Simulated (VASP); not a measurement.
Output of a VASP run:

**OSZICAR**
```
       N       E                     dE             d eps       ncg     rms          rms(c)
DAV:   1     0.446538612548E+03    0.44654E+03   -0.19880E+04   576   0.179E+03
DAV:   2     0.413330786513E+02   -0.40521E+03   -0.39850E+03   608   0.463E+02
DAV:   3    -0.231692570127E+02   -0.64502E+02   -0.62723E+02   776   0.190E+02
DAV:   4    -0.254094807846E+02   -0.22402E+01   -0.22392E+01   624   0.428E+01
DAV:   5    -0.254992457099E+02   -0.89765E-01   -0.89733E-01   808   0.827E+00    0.129E+01
DAV:   6    -0.203347092620E+02    0.51645E+01   -0.40507E+01   936   0.446E+01    0.576E+00
DAV:   7    -0.202115403266E+02    0.12317E+00   -0.37347E+00   752   0.142E+01    0.283E+00
DAV:   8    -0.202603731313E+02   -0.48833E-01   -0.15466E+00   840   0.969E+00    0.218E+00
DAV:   9    -0.201788999569E+02    0.81473E-01   -0.50355E-01   904   0.592E+00    0.398E-01
DAV:  10    -0.201896100699E+02   -0.10710E-01   -0.44076E-02   640   0.133E+00    0.125E-01
DAV:  11    -0.201908049090E+02   -0.11948E-02   -0.11586E-02   840   0.797E-01    0.153E-01
DAV:  12    -0.201906471387E+02    0.15777E-03   -0.18233E-03   872   0.500E-01    0.697E-02
DAV:  13    -0.201906572982E+02   -0.10159E-04   -0.52176E-04   816   0.176E-01    0.153E-02
DAV:  14    -0.201906666324E+02   -0.93342E-05   -0.63054E-05   752   0.851E-02    0.807E-03
DAV:  15    -0.201906682811E+02   -0.16487E-05   -0.86864E-06   720   0.237E-02    0.166E-03
DAV:  16    -0.201906696447E+02   -0.13636E-05   -0.10390E-06   440   0.105E-02    0.193E-03
DAV:  17    -0.201906695191E+02    0.12566E-06   -0.23652E-07   448   0.457E-03
   1 F= -.20190670E+02 E0= -.20190670E+02  d E =-.201907E+02
```

File OUTCAR:
```
------------------------ aborting loop because EDIFF is reached ----------------------------------------
  FORCE on cell =-STRESS in cart. coord.  units (eV):
  Direction    XX          YY          ZZ          XY          YZ          ZX
  --------------------------------------------------------------------------------------
  Total       -0.0223321     -0.0223321      0.0645093      0.0000000      0.0000000     -0.0000000
  in kB       -0.3200898     -0.3200898      0.9246215      0.0000000      0.0000000     -0.0000000
  external PRESSURE =       0.0948139 kB  Pullay stress =       0.0000000 kB
  volume of cell :      111.78
      direct lattice vectors                 reciprocal lattice vectors
     4.118878182  0.000000000  0.000000000     0.242784553  0.000000000  0.000000000
     0.000000000  4.118878182  0.000000000     0.000000000  0.242784553  0.000000000
     0.000000000  0.000000000  6.588869153     0.000000000  0.000000000  0.151771112
 POSITION                                       TOTAL-FORCE (eV/Angst)
 -----------------------------------------------------------------------------------
      2.05944      0.00000      5.40068         0.000000      0.000000     -0.001048
      0.00000      2.05944      1.18819        -0.000000     -0.000000      0.001048
      2.05944      2.05944      0.00000         0.000000      0.000000      0.000000
      0.00000      0.00000      0.00000         0.000000     -0.000000      0.000000
 -----------------------------------------------------------------------------------
    total drift:                                0.000000     -0.000000     -0.000000
  FREE ENERGIE OF THE ION-ELECTRON SYSTEM (eV)
  ---------------------------------------------------
  free  energy   TOTEN  =       -20.1906695191 eV

  energy  without entropy=      -20.1906695191  energy(sigma->0) =      -20.19066952

 reached required accuracy - stopping structural energy minimisation
```
(Selected blocks of OUTCAR.)

### POSCAR
```
PbO
1
    4.1188781818     0.0000000000     0.0000000000
    0.0000000000     4.1188781818     0.0000000000
    0.0000000000     0.0000000000     6.5888691527
Pb O
2 2
Direct
  0.5000000000   1.0000000000   0.8196678093
  0.0000000000   0.5000000000   0.1803321907
  0.5000000000   0.5000000000   0.0000000000
  0.0000000000   1.0000000000   0.0000000000
```

Write an INCAR and KPOINTS that could have produced this output.

This is not unique; one that fits is the input of the run itself, RPBE GGA, plane waves, VASP's PBE PAW potentials (set 64).

File KPOINTS:
```
Automatic mesh
0
Gamma
5 5 3
0 0 0
```

INCAR:
```
ALGO = Normal
EDIFF = 1E-6
EDIFFG = -0.02
ENCUT = 520
GGA = RP
IBRION = 2
ISIF = 3
ISMEAR = 0
LASPH = .True.
LCHARG = .False.
LMAXMIX = 4
LREAL = .False.
LWAVE = .False.
NELM = 100
NSW = 60
PREC = Accurate
SIGMA = 0.05
SYSTEM = PbO
```

POTCAR, in this order: Pb_d O (PBE.64 set). Program: vasp_std.

Without a dispersion term in the relaxation, distances and binding between the weakly bound layers, chains or molecules are unreliable, and so is what depends on them.

The compound is PbO in the litharge structure. It was relaxed first, which changed the volume by +41 %. The start is the result of an earlier pass.
